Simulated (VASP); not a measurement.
Input:

```
CELL_PARAMETERS angstrom
      0.00000     2.61162     2.61162
      2.61162     0.00000     2.61162
      2.61162     2.61162     0.00000
ATOMIC_POSITIONS crystal
  Y  0.00000 0.00000 0.00000
  N  0.25000 0.25000 0.25000
```

Level of theory: PBEsol GGA, VASP's PBE PAW potentials (set 64) (plane waves; VASP 6.6.1). Numerical set-up: 520 eV cut-off, 10×10×10 Γ-centred mesh, tetrahedra with Blöchl corrections, potentials Y_sv N.

Question: What does the run give for the energy per atom (σ→0)?

Answer: 
The energy per atom (σ→0) is -9.256 eV/atom.

The absolute energy has meaning only against runs of the same code, potentials and settings.

The structure was generated: YN was put into the zinc blende type (F-43m), which need not be its known phase. It was relaxed first, which changed the volume by -35 %.
